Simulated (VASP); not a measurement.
# Au: Au into a neighbouring Au vacancy, part 2 of 4

How hard is this move in Au: Au into a neighbouring Au vacancy? Both ends are relaxed first, then a band of images between them.

VASP 6.6.1; PBEsol; plane waves and PAW (Au).

So far. Step 2 (Relax the host): The run ended after 3 ionic steps, 0.000 eV below its first step, once forces and stress met EDIFFG = -0.02.

**3. Relax the start**

System of this step: Au. The cell holds 31 atoms: 31 Au. Its edges and angles: a = 8.152 Å, b = 8.152 Å, c = 8.152 Å, α = 90.0°, β = 90.0°, γ = 90.0°. It derives from Au. Nearest the centre at fractional (0.625, 0.125, 0.000): Au1 at 1.46 Å, Au2 at 2.49 Å, Au12 at 2.50 Å, Au8 at 2.53 Å, Au23 at 2.53 Å, Au3 at 3.21 Å, Au4 at 3.22 Å, Au5 at 3.22 Å.

A path needs two true minima; the start is relaxed with symmetry off.

Contents of INCAR:

```
SYSTEM = Au
PREC = Normal
ENCUT = 280
EDIFF = 1E-05
NELM = 120
ISMEAR = 1
SIGMA = 0.15
LREAL = Auto
ALGO = Fast
GGA = PS
NBANDS = 198
LASPH = .TRUE.
LORBIT = 11
LWAVE = .FALSE.
LCHARG = .FALSE.
KPAR = 6
IBRION = 2
NSW = 60
ISIF = 2
EDIFFG = -0.05
POTIM = 0.4
MAXMIX = 40
ISYM = 0
```

Contents of POSCAR:

```
Au
1.0
    8.1519547396      0.0000000000      0.0000000000
    0.0000000000      8.1519547396      0.0000000000
    0.0000000000      0.0000000000      8.1519547396
Au
31
Direct
    0.7508478560      0.2520157574      0.0008106941
    0.7468028350      0.0022211994      0.2510951351
   -0.0013173607      0.0014257147      0.0008944417
    0.2507216245      0.2500697311      0.0013413053
    0.4981931841      0.4996003168     -0.0011828312
    0.7514692089      0.7500974542     -0.0007175132
    0.2480816663     -0.0006309953      0.2500199760
    0.4993238360      0.2531748552      0.2524698967
    0.7433484359      0.4953654962      0.2495712143
    0.4989641983      0.0005241516      0.5005331775
    0.7551959041      0.2472717690      0.4990735841
    0.7550117344      0.0015866207      0.7516267592
   -0.0012610629      0.4959566135      0.0004108579
    0.2502674551      0.7469888153     -0.0016762278
   -0.0001767519      0.2476821470      0.2497589045
    0.2502342580      0.5000873072      0.2487578644
    0.5014567011      0.7521863884      0.2507871690
   -0.0020074455      0.0017950352      0.4987697674
    0.2521569320      0.2473704775      0.5022435532
    0.4999507763      0.4969363204      0.4992298793
    0.7501327345      0.7506692661      0.4975903003
    0.2472831717      0.0004896606      0.7488548768
    0.5005777893      0.2518634047      0.7459548662
    0.7506241156      0.5030045480      0.7492700479
   -0.0019892519      0.7518455545      0.2506218055
    0.0021979589      0.4991530480      0.4963645081
    0.2497300997      0.7489062055      0.5019021789
    0.0004750587      0.2459988756      0.7470677877
    0.2521682874      0.5016677350      0.7484292274
    0.4999974269      0.7510931698      0.7511491829
    0.0021497720      0.7506292617      0.7497673482
```

Contents of KPOINTS:

```
Automatic mesh
0
Monkhorst-Pack
2 2 2
0 0 0
```

The projector-augmented-wave data sets are Au (PBE family, release 64).

Run with:

```sh
$ mpirun -np 6 vasp_std
```

What it wrote:

```text
[banner, memory and clock lines left out]
running    6 mpi-ranks, on    1 nodes
 distrk:  each k-point on    1 cores,    6 groups
 distr:  one band on    1 cores,    1 groups

 POSCAR found type information on POSCAR Au
 POSCAR found :  1 types and      31 ions
 [... a notice as in an earlier step ...]

 [... a notice as in an earlier step ...]

 LDA part: xc-table for (Slater+PW92), standard interpolation
 POSCAR, INCAR and KPOINTS ok, starting setup
 FFT: planning ... GRIDC
 FFT: planning ... GRID_SOFT
 FFT: planning ... GRID
 WAVECAR not read
 entering main loop
       N       E                     dE             d eps       ncg     rms          rms(c)
DAV:   1     0.164946873554E+04    0.16495E+04   -0.12108E+05  1584   0.102E+03
DAV:   2    -0.576536852433E+02   -0.17071E+04   -0.16246E+04  1704   0.277E+02
DAV:   3    -0.127982702991E+03   -0.70329E+02   -0.67836E+02  1688   0.515E+01
DAV:   4    -0.129403358102E+03   -0.14207E+01   -0.14095E+01  1736   0.700E+00
DAV:   5    -0.129439044873E+03   -0.35687E-01   -0.35591E-01  1752   0.104E+00    0.533E+01
RMM:   6    -0.120055611041E+03    0.93834E+01   -0.24167E+01  1584   0.122E+01    0.336E+01
RMM:   7    -0.119585111808E+03    0.47050E+00   -0.62204E+00  1584   0.537E+00    0.120E+01
RMM:   8    -0.119455169087E+03    0.12994E+00   -0.12381E+00  1584   0.277E+00    0.277E+00
RMM:   9    -0.119451755097E+03    0.34140E-02   -0.80437E-02  1605   0.522E-01    0.414E-01
RMM:  10    -0.119453474718E+03   -0.17196E-02   -0.18805E-02  1612   0.188E-01    0.279E-01
RMM:  11    -0.119453751953E+03   -0.27724E-03   -0.31254E-03  1623   0.871E-02    0.219E-01
RMM:  12    -0.119453793345E+03   -0.41392E-04   -0.85886E-04  1617   0.511E-02    0.193E-02
RMM:  13    -0.119453814649E+03   -0.21304E-04   -0.22351E-04  1525   0.217E-02    0.135E-02
RMM:  14    -0.119453815591E+03   -0.94248E-06   -0.29477E-05  1016   0.943E-03
   1 F= -.11945382E+03 E0= -.11944126E+03  d E =-.119454E+03
 curvature:   0.00 expect dE= 0.000E+00 dE for cont linesearch  0.000E+00
 trial: gam= 0.00000 g(F)=  0.109E+00 g(S)=  0.000E+00 ort = 0.000E+00 (trialstep = 0.100E+01)
 search vector abs. value=  0.109E+00
 bond charge predicted
       N       E                     dE             d eps       ncg     rms          rms(c)
DAV:   1    -0.119522585888E+03   -0.68771E-01   -0.27294E+01  1632   0.991E+00    0.708E-01
RMM:   2    -0.119544087230E+03   -0.21501E-01   -0.22113E-01  1584   0.130E+00    0.506E-01
RMM:   3    -0.119544694649E+03   -0.60742E-03   -0.24783E-02  1588   0.435E-01    0.215E-01
RMM:   4    -0.119545044507E+03   -0.34986E-03   -0.49881E-03  1608   0.167E-01    0.148E-01
RMM:   5    -0.119545087082E+03   -0.42574E-04   -0.10552E-03  1601   0.786E-02    0.774E-02
RMM:   6    -0.119545118455E+03   -0.31373E-04   -0.37353E-04  1599   0.403E-02    0.566E-02
RMM:   7    -0.119545114040E+03    0.44150E-05   -0.98876E-05  1574   0.219E-02
   2 F= -.11954511E+03 E0= -.11953011E+03  d E =-.912984E-01
[...]
3 F= -.11961690E+03 E0= -.11959741E+03  d E =-.163085E+00
[...]
4 F= -.11962623E+03 E0= -.11960435E+03  d E =-.172413E+00
[...]
5 F= -.11963677E+03 E0= -.11961382E+03  d E =-.105442E-01
[...]
6 F= -.11963953E+03 E0= -.11961561E+03  d E =-.133015E-01
[...]
7 F= -.11963954E+03 E0= -.11961553E+03  d E =-.133144E-01
[...]
8 F= -.11963954E+03 E0= -.11961557E+03  d E =-.133105E-01
 curvature:  -0.39 expect dE=-0.663E-03 dE for cont linesearch -0.829E-05
 ZBRENT: accuracy reached
 trial: gam= 0.14308 g(F)=  0.170E-02 g(S)=  0.000E+00 ort = 0.481E-03 (trialstep = 0.168E+01)
 search vector abs. value=  0.206E-02
 bond charge predicted
       N       E                     dE             d eps       ncg     rms          rms(c)
DAV:   1    -0.119640474262E+03   -0.94385E-03   -0.14319E+00  1584   0.228E+00    0.123E-01
RMM:   2    -0.119641765814E+03   -0.12916E-02   -0.11065E-02  1584   0.295E-01    0.118E-01
RMM:   3    -0.119641799332E+03   -0.33518E-04   -0.38171E-03  1584   0.140E-01    0.970E-02
RMM:   4    -0.119641626549E+03    0.17278E-03   -0.81973E-04  1584   0.614E-02    0.318E-02
RMM:   5    -0.119641625176E+03    0.13734E-05   -0.16592E-04  1584   0.280E-02    0.274E-02
RMM:   6    -0.119641618797E+03    0.63791E-05   -0.54271E-05  1511   0.162E-02
   9 F= -.11964162E+03 E0= -.11961729E+03  d E =-.207934E-02
 trial-energy change:   -0.002079  1 .order   -0.002040   -0.002960   -0.001121
 step:   2.6960(harm=  2.6960)  dis= 0.00585  next Energy=  -119.641921 (dE=-0.238E-02)
 reached required accuracy - stopping structural energy minimisation
```

Run time: 3.5 min. Hardware: 6 MPI ranks of Intel Xeon Platinum 8259CL at 2.50GHz (Skylake/Cascade Lake), shared host; peak memory 1.9 GiB.

From OUTCAR (step 3):

```text
 Found      4 irreducible k-points:

   k-points           NKPTS =      4   k-points in BZ     NKDIM =      4   number of bands    NBANDS=    198

   dimension x,y,z NGX =    36 NGY =   36 NGZ =   36
   dimension x,y,z NGXF=    72 NGYF=   72 NGZF=   72

   ENCUT  =  280.0 eV  20.58 Ry    4.54 a.u.  11.12 11.12 11.12*2*pi/ulx,y,z

   NELECT =     341.0000    total number of electrons

 E-fermi :   8.9436

 k-point     1 :       0.2500    0.2500    0.2500
  band No.  band energies     occupation
    ...
    167       8.6613      2.02301
    168       8.6620      2.02331
    169       8.8758      1.68487
    170       8.8938      1.52850
    171       8.8952      1.51549
    172       9.0185      0.25997
    173       9.2228     -0.02437
    174       9.3553     -0.00072
    175       9.3581     -0.00066
    176      10.1183     -0.00000
    ...

 k-point     2 :      -0.2500    0.2500    0.2500
  band No.  band energies     occupation
    ...
    167       8.6603      2.02252
    168       8.6609      2.02283
    169       8.8759      1.68400
    170       8.8940      1.52715
    171       8.8951      1.51658
    172       9.0198      0.25114
    173       9.2230     -0.02426
    174       9.3562     -0.00070
    175       9.3578     -0.00067
    176      10.1180     -0.00000
    ...

  Total       -0.8160428     -0.8157265     -0.8327604     -0.0300768     -0.0127622      0.0099762
  in kB       -2.4134497     -2.4125141     -2.4628919     -0.0889524     -0.0377442      0.0295047
  external PRESSURE =      -2.4296186 kB  Pullay stress =       0.0000000 kB

  energy-cutoff  :      280.00
  volume of cell :      541.73
      direct lattice vectors                 reciprocal lattice vectors
     8.151954740  0.000000000  0.000000000     0.122669965  0.000000000  0.000000000
     0.000000000  8.151954740  0.000000000     0.000000000  0.122669965  0.000000000
     0.000000000  0.000000000  8.151954740     0.000000000  0.000000000  0.122669965

 POSITION                                       TOTAL-FORCE (eV/Angst)
 -----------------------------------------------------------------------------------
      6.07845      2.01265      8.14918        -0.002136     -0.005073     -0.003092
      6.06544      0.00712      1.99743         0.025875     -0.023186      0.001823
      8.15033      0.00160      0.00302         0.010041     -0.011496     -0.011376
      2.07634      2.00422      8.14648        -0.009515      0.002806      0.010823
      4.07403      4.07850      8.14387         0.007866     -0.010609      0.014982
      6.08688      6.13987      0.00140        -0.010270      0.011917     -0.008888
      2.06962      8.14576      2.00262        -0.006427      0.004901     -0.002352
      4.06641      2.00530      2.01085         0.014144      0.008096     -0.009645
      6.09132      4.07011      2.02436         0.017971      0.008055      0.016043
      4.07819      0.00016      4.08140        -0.006064     -0.008436     -0.021176
      6.11232      2.02691      4.07545        -0.019255      0.005689     -0.002906
      6.09363      0.00062      6.15049        -0.021642      0.000516     -0.009533
      8.15014      4.06922      8.15165         0.012658      0.013862     -0.008748
      2.06306      6.13724      8.14795        -0.001995      0.011934      0.012995
      0.00066      2.02365      2.02474         0.004700      0.000717      0.003131
      2.05019      4.07722      2.02339        -0.006851     -0.011654      0.004377
      4.07272      6.14872      2.00323         0.003242     -0.003608      0.000747
      8.15135      8.14505      4.06945         0.008459      0.021327      0.005589
      2.04816      2.02295      4.07585        -0.012711      0.002545     -0.004785
      4.07633      4.07802      4.07605         0.003274     -0.009332     -0.000801
      6.10647      6.12525      4.07172        -0.015532      0.005189      0.001488
      2.06909      8.14953      6.15155         0.009079      0.005082     -0.012623
      4.08256      2.00725      6.13735        -0.002790     -0.007443      0.007328
      6.11056      4.08194      6.11727        -0.008842     -0.022298     -0.000211
      8.14163      6.12029      2.02367         0.030027      0.013198      0.006427
      0.00363      4.07427      4.06192        -0.002540     -0.001435      0.023503
      2.04955      6.12202      4.07601        -0.001546      0.011716     -0.009286
      0.00616      2.02732      6.12106        -0.008874      0.000820     -0.001933
      2.05165      4.07575      6.11904        -0.007922     -0.004400      0.005607
      4.08035      6.15540      6.14945         0.002887     -0.008461     -0.006903
      0.00309      6.12132      6.12025        -0.005310     -0.000941     -0.000603
 -----------------------------------------------------------------------------------
    total drift:                                0.002849     -0.020116     -0.011415

  FREE ENERGIE OF THE ION-ELECTRON SYSTEM (eV)
  ---------------------------------------------------
  free  energy   TOTEN  =      -119.6416187967 eV

  energy  without entropy=     -119.5686344571  energy(sigma->0) =     -119.61729068

 total charge
# of ion       s       p       d       tot
------------------------------------------
    1        0.558   0.332   8.745   9.635
    2        0.558   0.330   8.745   9.634
    3        0.553   0.361   8.726   9.639
    4        0.558   0.331   8.745   9.634
    5        0.553   0.361   8.726   9.640
    6        0.559   0.333   8.745   9.636
    7        0.558   0.331   8.745   9.634
    8        0.559   0.332   8.745   9.636
    9        0.543   0.348   8.741   9.632
   10        0.553   0.361   8.726   9.639
   11        0.543   0.347   8.740   9.631
   12        0.558   0.332   8.745   9.635
   13        0.551   0.342   8.738   9.631
   14        0.559   0.333   8.745   9.636
   15        0.543   0.348   8.741   9.631
   16        0.543   0.348   8.741   9.631
   17        0.558   0.332   8.745   9.635
   18        0.551   0.341   8.738   9.630
   19        0.543   0.348   8.740   9.631
   20        0.551   0.341   8.738   9.630
   21        0.543   0.347   8.741   9.631
   22        0.558   0.331   8.745   9.635
   23        0.558   0.332   8.745   9.635
   24        0.543   0.347   8.741   9.631
   25        0.543   0.348   8.741   9.631
   26        0.509   0.351   8.760   9.621
   27        0.543   0.348   8.741   9.631
   28        0.543   0.347   8.741   9.631
   29        0.543   0.348   8.741   9.632
   30        0.558   0.331   8.745   9.634
   31        0.543   0.348   8.741   9.632
--------------------------------------------------
tot         17.033  10.610 270.975 298.619

[... 1 part as in an earlier step ...]

[... 5 further parts left out ...]
```

Step by step:

```
step  energy less that of the first step (eV)  largest force (eV/Å)
   1                                   0.0000                0.5324
   2                                  -0.0913                0.3535
   3                                  -0.1631                0.1694
   4                                  -0.1724                0.1598
   5                                  -0.1830                0.0715
   6                                  -0.1857                0.0633
   7                                  -0.1857                0.0657
   8                                  -0.1857                0.0655
   9                                  -0.1878                0.0348
```

The atoms that moved most (Å):

```
atom      dx      dy      dz  length
 Au8  -0.004  -0.059  -0.047   0.075
Au23   0.002  -0.046   0.056   0.073
Au22   0.053  -0.006   0.047   0.071
Au12  -0.061  -0.012   0.023   0.067
 Au1  -0.042  -0.042  -0.009   0.060
 Au7   0.047  -0.001  -0.036   0.059
 Au2  -0.022  -0.011  -0.049   0.055
Au14   0.023   0.048   0.010   0.054
```

Final coordinates:

```xyz
31
Lattice="8.1520 0.0000 0.0000 0.0000 8.1520 0.0000 0.0000 0.0000 8.1520" Properties=species:S:1:pos:R:3 pbc="T T T"
Au    6.0784    2.0126   -0.0028
Au    6.0654    0.0071    1.9974
Au   -0.0016    0.0016    0.0030
Au    2.0763    2.0042   -0.0055
Au    4.0740    4.0785   -0.0081
Au    6.0869    6.1399    0.0014
Au    2.0696   -0.0062    2.0026
Au    4.0664    2.0053    2.0108
Au    6.0913    4.0701    2.0244
Au    4.0782    0.0002    4.0814
Au    6.1123    2.0269    4.0755
Au    6.0936    0.0006    6.1505
Au   -0.0018    4.0692   -0.0003
Au    2.0631    6.1372   -0.0040
Au    0.0007    2.0237    2.0247
Au    2.0502    4.0772    2.0234
Au    4.0727    6.1487    2.0032
Au   -0.0006   -0.0069    4.0694
Au    2.0482    2.0229    4.0758
Au    4.0763    4.0780    4.0761
Au    6.1065    6.1252    4.0717
Au    2.0691   -0.0024    6.1516
Au    4.0826    2.0073    6.1374
Au    6.1106    4.0819    6.1173
Au   -0.0103    6.1203    2.0237
Au    0.0036    4.0743    4.0619
Au    2.0495    6.1220    4.0760
Au    0.0062    2.0273    6.1211
Au    2.0516    4.0757    6.1190
Au    4.0803    6.1554    6.1494
Au    0.0031    6.1213    6.1202
```

Numbers from this step:

| Item | Value |
| --- | --- |
| electronic cycles | 63 |
| electrons | 341 |
| free energy (TOTEN) | -119.6416 eV |
| energy at zero smearing | -119.6173 eV |
| Fermi energy | 8.944 eV |

The run ended after 9 ionic steps, 0.188 eV below its first step, once the forces on the free atoms met EDIFFG = -0.05.

(Continued in part 3 of 4.)

[Lines on the potential files, build, host, timing and source positions are cut from VASP's logs without a mark.]

[Logs are printed without paths, hosts, clocks, repeated set-up lines and the standing remarks that a program may print on its own settings, such as how far it seeks lower states.]

[Hosts, paths, dates, database ids (printed as entryN), source tags and the programs' standing remarks are cut or masked in the printed files.]

[Runs that stopped without an error message from VASP are left out.]
